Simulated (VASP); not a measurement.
# AlB3P4 (R3m) in VASP: notebook

Runs on AlB3P4. Level: PBE. Tasks: relaxation of cell and atoms.

All numbers are computed with VASP 6.6.1; they aren't measurements. Logs are shortened: lines on timing, memory, paths and dates and some standing lists are left out, and cuts for length are marked.

### 1 Starting point

The structure is trigonal, space group R3m (No. 160). The conventional cell has a = 3.348 Å, b = 3.348 Å, c = 33.930 Å, α = 90.00°, β = 90.00°, γ = 120.00°. Around Al (site symmetry 3m) lie 4 P at 2.24 to 2.38 Å. B (site symmetry 3m) has 4 P at 1.97 to 2.03 Å as nearest neighbours. B (site symmetry 3m) has 4 P at 1.97 to 2.03 Å as nearest neighbours. B (site symmetry 3m) is surrounded by 4 P at 1.97 to 2.03 Å. P (site symmetry 3m) has 1 B at 1.97 Å and 3 Al at 2.24 Å as nearest neighbours. P (site symmetry 3m) has 4 B at 1.97 to 2.03 Å as nearest neighbours. P (site symmetry 3m) is surrounded by 3 B at 2.03 Å. P (site symmetry 3m) is surrounded by 4 B at 1.97 to 2.03 Å.

The cell was built by a generator and needn't be a form met in nature.

### 2 Relaxation of cell and atoms, PBE

Contents of INCAR:

```
PREC = Accurate ; ENCUT = 520
EDIFF = 1E-6 ; ISMEAR = 0
SIGMA = 0.1 ; LREAL = F
LASPH = T ; NELM = 120
ALGO = Normal ; ISIF = 3
LWAVE = F ; LCHARG = F
GGA = PE ; IBRION = 2
NSW = 90 ; EDIFFG = -0.01
KPAR = 8
```

Contents of KPOINTS:

```
regular mesh
0
Gamma
  10 10 10
```

Contents of POSCAR:

```
AlB3P4
1.0
    1.6741184200      0.9665527200     11.3100000000
   -1.6741184200      0.9665527200     11.3100000000
    0.0000000000     -1.9331054400     11.3100000000
Al B P
1 3 4
Direct
    0.0018958500      0.0018958500      0.0018958500
    0.2438056600      0.2438056600      0.2438056600
    0.7572451000      0.7572451000      0.7572451000
    0.5006580100      0.5006580100      0.5006580100
    0.3018958500      0.3018958500      0.3018958500
    0.5588071400      0.5588071400      0.5588071400
    0.0721286800      0.0721286800      0.0721286800
    0.8153942300      0.8153942300      0.8153942300
```

Potentials or basis: VASP PAW PBE potentials, release 64 (Al, B, P).

Started as:

```
> cat potpaw_PBE.64/Al/POTCAR potpaw_PBE.64/B/POTCAR potpaw_PBE.64/P/POTCAR > POTCAR
> mpirun -np 8 vasp_std > vasp.out
```

OUTCAR:

```text
PREC = Accurate
   ENCUT = 520
   EDIFF = 1E-6
   ISMEAR = 0
   LREAL = F
   LASPH = T
   NELM = 120
   ISIF = 3
   GGA = PE
   IBRION = 2
   NSW = 90
   EDIFFG = -0.01

 ion  position               nearest neighbor table
   1  0.002  0.002  0.002-   5 2.24   5 2.24   5 2.24   7 2.38
   2  0.244  0.244  0.244-   5 1.97   6 2.03   6 2.03   6 2.03
   3  0.757  0.757  0.757-   8 1.97   7 2.03   7 2.03   7 2.03
   4  0.501  0.501  0.501-   6 1.97   8 2.03   8 2.03   8 2.03
   5  0.302  0.302  0.302-   2 1.97   1 2.24   1 2.24   1 2.24
   6  0.559  0.559  0.559-   4 1.97   2 2.03   2 2.03   2 2.03
   7  0.072  0.072  0.072-   3 2.03   3 2.03   3 2.03   1 2.38
   8  0.815  0.815  0.815-   3 1.97   4 2.03   4 2.03   4 2.03

  LATTYP: Found a trigonal (rhomboedric) cell.
 ALAT       =    11.4740139727
 COS(alpha) =     0.9574233393

  Lattice vectors:

 A1 = (   1.6741184200,   0.9665527200,  11.3100000000)
 A2 = (  -1.6741184200,   0.9665527200,  11.3100000000)
 A3 = (   0.0000000000,  -1.9331054400,  11.3100000000)

Analysis of symmetry for initial positions (statically):
=====================================================================
 Subroutine PRICEL returns:
 Original cell was already a primitive cell.

 Routine SETGRP: Setting up the symmetry group for a
 trigonal (rhombohedral) supercell.

 Subroutine GETGRP returns: Found  6 space group operations
 (whereof  6 operations were pure point group operations)
 out of a pool of 12 trial point group operations.

The static configuration has the point symmetry C_3v.

Analysis of symmetry for dynamics (positions and initial velocities):
=====================================================================
 Subroutine PRICEL returns:
 Original cell was already a primitive cell.

 Routine SETGRP: Setting up the symmetry group for a
 trigonal (rhombohedral) supercell.

 Subroutine GETGRP returns: Found  6 space group operations
 (whereof  6 operations were pure point group operations)
 out of a pool of 12 trial point group operations.

The dynamic configuration has the point symmetry C_3v.

 Subroutine INISYM returns: Found  6 space group operations
 (whereof  6 operations are pure point group operations),
 and found     1 'primitive' translations

----------------------------------------------------------------------------------------

                                     Primitive cell

  volume of cell :     109.8059

  direct lattice vectors                    reciprocal lattice vectors
     1.674118420  0.966552720 11.310000000     0.298664655  0.172434119  0.029472443
    -1.674118420  0.966552720 11.310000000    -0.298664655  0.172434119  0.029472443
     0.000000000 -1.933105440 11.310000000     0.000000000 -0.344868238  0.029472443

  length of vectors
    11.474013973 11.474013973 11.474013973     0.346125304  0.346125304  0.346125304

  position of ions in fractional coordinates (direct lattice)
     0.001895850  0.001895850  0.001895850
     0.243805660  0.243805660  0.243805660
     0.757245100  0.757245100  0.757245100
     0.500658010  0.500658010  0.500658010
     0.301895850  0.301895850  0.301895850
     0.558807140  0.558807140  0.558807140
     0.072128680  0.072128680  0.072128680
     0.815394230  0.815394230  0.815394230

  ion indices of the primitive-cell ions
   primitive index   ion index
                 1           1
                 2           2
                 3           3
                 4           4
                 5           5
                 6           6
                 7           7
                 8           8

----------------------------------------------------------------------------------------

 KPOINTS: regular mesh

Automatic generation of k-mesh.
 Grid dimensions read from file:
 generate k-points for:   10   10   10

 Generating k-lattice:

  Cartesian coordinates                     Fractional coordinates (reciprocal lattice)
     0.029866465  0.017243412  0.002947244     0.100000000  0.000000000 -0.000000000
    -0.029866465  0.017243412  0.002947244     0.000000000  0.100000000 -0.000000000
     0.000000000 -0.034486824  0.002947244    -0.000000000 -0.000000000  0.100000000

  Length of vectors
     0.034612530  0.034612530  0.034612530

  Shift w.r.t. Gamma in fractional coordinates (k-lattice)
     0.000000000  0.000000000  0.000000000

 Subroutine IBZKPT returns following result:
 ===========================================

 Found    116 irreducible k-points:

 Following reciprocal coordinates:
            Coordinates               Weight
  0.000000  0.000000  0.000000      1.000000
  0.100000  0.000000  0.000000      6.000000
  0.200000  0.000000  0.000000      6.000000
  0.300000  0.000000  0.000000      6.000000
  0.400000  0.000000  0.000000      6.000000
  0.500000  0.000000  0.000000      3.000000
[... 16 lines left out ...]
  0.300000  0.300000  0.000000      6.000000
  0.400000  0.300000  0.000000     12.000000
 [... further k-points ...]
   k-points           NKPTS =    116   k-points in BZ     NKDIM =    116   number of bands    NBANDS=     21
   number of dos      NEDOS =    301   number of ions     NIONS =      8
   total plane-waves  NPLWV = 729000
   dimension x,y,z NGX =    90 NGY =   90 NGZ =   90
   dimension x,y,z NGXF=   180 NGYF=  180 NGZF=  180
   ions per type =               1   3   4
   NGX,Y,Z   is equivalent  to a cutoff of  13.04, 13.04, 13.04 a.u.
   NGXF,Y,Z  is equivalent  to a cutoff of  26.08, 26.08, 26.08 a.u.
 SYSTEM =  unknown system
   PREC   = accura    normal or accurate (medium, high low for compatibility)
   ISTART =      0    job   : 0-new  1-cont  2-samecut
   ICHARG =      2    charge: 1-file 2-atom 10-const
   ISPIN  =      1    spin polarized calculation?
   LNONCOLLINEAR =      F non collinear calculations
   LSORBIT =      F    spin-orbit coupling
   LASPH  =      T    aspherical Exc in radial PAW
   ENCUT  =  520.0 eV  38.22 Ry    6.18 a.u.  21.33 21.33 21.33*2*pi/ulx,y,z
   NELM   =    120;   NELMIN=  2; NELMDL= -5     # of ELM steps
   EDIFF  = 0.1E-05   stopping-criterion for ELM
   LREAL  =      F    real-space projection
   EDIFFG = -.1E-01   stopping-criterion for IOM
   NSW    =     90    number of steps for IOM
   IBRION =      2    ionic relax: 0-MD 1-quasi-New 2-CG
   NFREE  =      1    steps in history (QN), initial steepest desc. (CG)
   ISIF   =      3    stress and relaxation
   ISYM   =      2    0-nonsym 1-usesym 2-fastsym
   POTIM  = 0.5000    time-step for ionic-motion
   TEBEG  =    0.0;   TEEND  =   0.0 temperature during run
   PSTRESS=    0.0 pullay stress
   NELECT =      32.0000    total number of electrons
   NUPDOWN=      -1.0000    fix difference up-down
   EMIN   =  10.00;   EMAX   =-10.00  energy-range for DOS
   EFERMI =   0.00;   METHOD = LEGACY
   ISMEAR =     0;   SIGMA  =   0.10  broadening in eV -4-tet -1-fermi 0-gaus
   EFERMI_NEDOS =   21; number of points for ismear=-14 and -15
   IALGO  =     38    algorithm
   IMIX   =      4    mixing-type and parameters
     AMIX     =   0.40;   BMIX     =  1.00
     AMIX_MAG =   1.60;   BMIX_MAG =  1.00
  volume/ion in A,a.u.               =      13.73        92.63
  Fermi-wavevector in a.u.,A,eV,Ry     =   1.085383  2.051076 16.028425  1.178056
  Thomas-Fermi vector in A             =   2.221495
   LORBIT       =      0    0 simple, 1 ext, 2 COOP (PROOUT), +10 PAW based schemes
   GGA     = PE    functional components
   LHFCALC =     F    Hartree Fock is set to
   AEXX    =    0.0000 exact exchange contribution
   IVDW    =     0    specifies the selected vdW correction
   LEPSILON=     F    determine dielectric tensor
   LRPA    =     F    only Hartree local field effects (RPA)
 conjugate gradient relaxation of ions
 non-spin polarized calculation
 Gauss-broadening in eV      SIGMA  =   0.10
  energy-cutoff  :      520.00
  volume of cell :      109.81
 maximum number of plane-waves:      2980
 NGX is ok and might be reduce to    90
   NGX = 43   NGY = 43   NGZ = 43

--------------------------------------- Ionic step        1  -------------------------------------------

 number of electron      31.9999999 magnetization

 Free energy of the ion-electron system (eV)
  ---------------------------------------------------
  ext. energy  EPLUGINS =         0.00000000
  ---------------------------------------------------
  free energy    TOTEN  =       -47.47316611 eV

  energy without entropy =      -47.46936515  energy(sigma->0) =      -47.47126563

------------------------ aborting loop because EDIFF is reached ----------------------------------------

  FORCE on cell =-STRESS in cart. coord.  units (eV):
  Direction    XX          YY          ZZ          XY          YZ          ZX
  --------------------------------------------------------------------------------------
  -------------------------------------------------------------------------------------
  Total       -0.0131334     -0.0131334      0.1323833      0.0000000     -0.0000000      0.0000000
  in kB       -0.1916296     -0.1916296      1.9316043      0.0000000     -0.0000000      0.0000000
  external PRESSURE =       0.5161150 kB  Pullay stress =       0.0000000 kB
[... 279 lines left out ...]
  energy  without entropy=      -47.4717275906  energy(sigma->0) =      -47.47330920

--------------------------------------- Ionic step        8  -------------------------------------------

 number of electron      31.9999999 magnetization

 Free energy of the ion-electron system (eV)
  ---------------------------------------------------
  ext. energy  EPLUGINS =         0.00000000
  ---------------------------------------------------
  free energy    TOTEN  =       -47.47490609 eV

  energy without entropy =      -47.47174948  energy(sigma->0) =      -47.47332778

 E-fermi :   7.7257     XC(G=0): -10.3867

 val. band max:        7.7136376456   @ k =  -0.3000  -0.3000   0.1000
 cond. band min:       7.7314244956   @ k =  -0.3000   0.1000   0.1000
 fundamental gap:      0.0177868500
 Fermi energy:         7.7257185551

 k-point     1 :       0.0000    0.0000    0.0000
  band No.  band energies     occupation
      1      -7.9890      2.00000
      2      -7.1093      2.00000
      3      -6.2669      2.00000
      4      -4.7832      2.00000
      5      -1.5934      2.00000
      6       1.5807      2.00000
[... 550 lines left out ...]
      5      -0.8871      2.00000
      6      -0.3900      2.00000
[... 13 lines left out ...]
     20       9.9548      0.00000
     21      10.7325      0.00000

 [... further k-points ...]

------------------------ aborting loop because EDIFF is reached ----------------------------------------

  FORCE on cell =-STRESS in cart. coord.  units (eV):
  Direction    XX          YY          ZZ          XY          YZ          ZX
  --------------------------------------------------------------------------------------
  -------------------------------------------------------------------------------------
  Total       -0.0003816     -0.0003816      0.0237593     -0.0000000      0.0000000      0.0000000
  in kB       -0.0055569     -0.0055569      0.3459879     -0.0000000      0.0000000      0.0000000
  external PRESSURE =       0.1116247 kB  Pullay stress =       0.0000000 kB
[... 23 lines left out ...]
  FREE ENERGIE OF THE ION-ELECTRON SYSTEM (eV)
  ---------------------------------------------------
  free  energy   TOTEN  =       -47.4749060914 eV

  energy  without entropy=      -47.4717494771  energy(sigma->0) =      -47.47332778

 reached required accuracy - stopping structural energy minimisation
```

Run time: 28 min. Hardware: 8 MPI ranks of Intel Xeon Platinum 8488C (Sapphire Rapids), shared host; peak memory 1.6 GiB.

What came out:

| Item | Value |
| --- | --- |
| Free energy | -47.4749 eV |
| Relaxed volume | 13.75 Å³/atom |
| Relaxed cell | a = 11.474 Å, b = 11.474 Å, c = 11.474 Å, α = 16.80°, β = 16.80°, γ = 16.80° |
| Space group after relaxing (to 0.05 Å) | R3m (No. 160) |
| Energy gained by relaxing | 0.2 meV/atom |
| Ionic steps | 8 |
| Pressure after relaxing | 0.0 GPa |
| Largest force after relaxing | 0.006 eV/Å |
| Band gap on the k mesh | none (metal or under the smearing width) |

Forces on the atoms (eV/Å):
```
Al   0.000  0.000  0.004
B    0.000  0.000  0.002
B    0.000  0.000 -0.004
B    0.000  0.000 -0.002
P    0.000  0.000  0.001
P    0.000  0.000  0.002
P    0.000  0.000 -0.006
P    0.000  0.000  0.003
```

The path:
```tsv
step	energy change (eV)	largest force (eV/Å)	pressure (GPa)	volume (Å³)
1	0.0000	0.1719	0.05	109.81
2	-0.0012	0.0767	0.14	109.88
3	-0.0013	0.0473	0.12	109.86
4	-0.0016	0.0339	-0.03	110.04
5	-0.0016	0.0370	-0.04	110.05
6	-0.0017	0.0151	-0.02	110.05
7	-0.0017	0.0175	-0.01	110.05
8	-0.0017	0.0060	0.01	110.02
```

Final structure:
```yaml
crystal:
  lattice:
    - [1.67583, 0.96754, 11.30920]
    - [-1.67583, 0.96754, 11.30920]
    - [0.00000, -1.93508, 11.30920]
  atoms:
    - { symbol: Al, position: [0.00155, 0.00155, 0.00155] }
    - { symbol: B, position: [0.24393, 0.24393, 0.24393] }
    - { symbol: B, position: [0.75728, 0.75728, 0.75728] }
    - { symbol: B, position: [0.50074, 0.50074, 0.50074] }
    - { symbol: P, position: [0.30207, 0.30207, 0.30207] }
    - { symbol: P, position: [0.55888, 0.55888, 0.55888] }
    - { symbol: P, position: [0.07194, 0.07194, 0.07194] }
    - { symbol: P, position: [0.81544, 0.81544, 0.81544] }
```

### 3 Relaxation of cell and atoms, PBE

Contents of INCAR:

```
PREC = Accurate ; ENCUT = 520
EDIFF = 1E-7 ; ISMEAR = 0
SIGMA = 0.1 ; LREAL = F
LASPH = T ; NELM = 120
ALGO = Normal ; ISIF = 3
LWAVE = F ; LCHARG = F
GGA = PE ; IBRION = 2
NSW = 60 ; EDIFFG = -0.005
POTIM = 0.3 ; KPAR = 8
```

KPOINTS is that of step 2.

Contents of POSCAR:

```
AlB3P4                                  
1.0
    1.6758325431      0.9675423695     11.3091965982
   -1.6758325431      0.9675423695     11.3091965982
   -0.0000000000     -1.9350847389     11.3091965982
  Al              B               P             
     1     3     4
Direct
     0.0015524822647743    0.0015524822647743    0.0015524822647743
     0.2439254698094540    0.2439254698094540    0.2439254698094540
     0.7572845772723263    0.7572845772723263    0.7572845772723263
     0.5007425655368506    0.5007425655368506    0.5007425655368506
     0.3020675468022074    0.3020675468022074    0.3020675468022074
     0.5588785508713394    0.5588785508713394    0.5588785508713394
     0.0719423922505622    0.0719423922505622    0.0719423922505622
     0.8154369351924843    0.8154369351924843    0.8154369351924843
```

Potentials or basis: VASP PAW PBE potentials, release 64 (Al, B, P).

Started as:

```
> cat potpaw_PBE.64/Al/POTCAR potpaw_PBE.64/B/POTCAR potpaw_PBE.64/P/POTCAR > POTCAR
> mpirun -np 8 vasp_std > vasp.out
```

Wall time 13 min (8 MPI ranks of Intel Xeon Platinum 8488C (Sapphire Rapids), shared host); peak memory 1.6 GiB.

Results (log left out):

- Free energy: -47.4750 eV
- Relaxed volume: 13.75 Å³/atom
- Relaxed cell: a = 11.475 Å, b = 11.475 Å, c = 11.475 Å, α = 16.80°, β = 16.80°, γ = 16.80°
- Space group after relaxing (to 0.05 Å): R3m (No. 160)
- Energy gained by relaxing: 0.0 meV/atom
- Ionic steps: 2
- Pressure after relaxing: 0.0 GPa
- Largest force after relaxing: 0.003 eV/Å
- Band gap on the k mesh: none (metal or under the smearing width)

Forces in eV/Å, atoms in the order of the input:
```
Al   0.000  0.000  0.002
B    0.000  0.000  0.003
B    0.000  0.000 -0.001
B    0.000  0.000  0.001
P    0.000  0.000  0.001
P    0.000  0.000  0.000
P    0.000  0.000 -0.003
P    0.000  0.000 -0.002
```

Final structure:
```
Al B P
1.0
     1.67584    0.96755   11.31054
    -1.67584    0.96755   11.31054
     0.00000   -1.93509   11.31054
Al B P
1 3 4
Direct
  0.00156 0.00156 0.00156
  0.24393 0.24393 0.24393
  0.75728 0.75728 0.75728
  0.50074 0.50074 0.50074
  0.30207 0.30207 0.30207
  0.55888 0.55888 0.55888
  0.07194 0.07194 0.07194
  0.81544 0.81544 0.81544
```

Levels at points of the mesh, in eV from the Fermi level:
```
           k point  band 13  band 14  band 15  band 16  band 17  band 18  band 19  band 20
(0.00, 0.00, 0.00)    -1.81    -1.39     0.08     0.08     1.50     1.63     2.02     2.15
(0.50, 0.00, 0.00)    -3.99    -3.65    -3.38    -1.63     0.27     0.76     0.99     2.02
(0.50, 0.50, 0.00)    -4.35    -3.45    -2.79    -1.57    -0.03     0.28     1.12     1.43
(0.50, 0.50, 0.50)    -1.79    -1.79     0.04     0.04     1.60     1.82     2.26     2.31
```
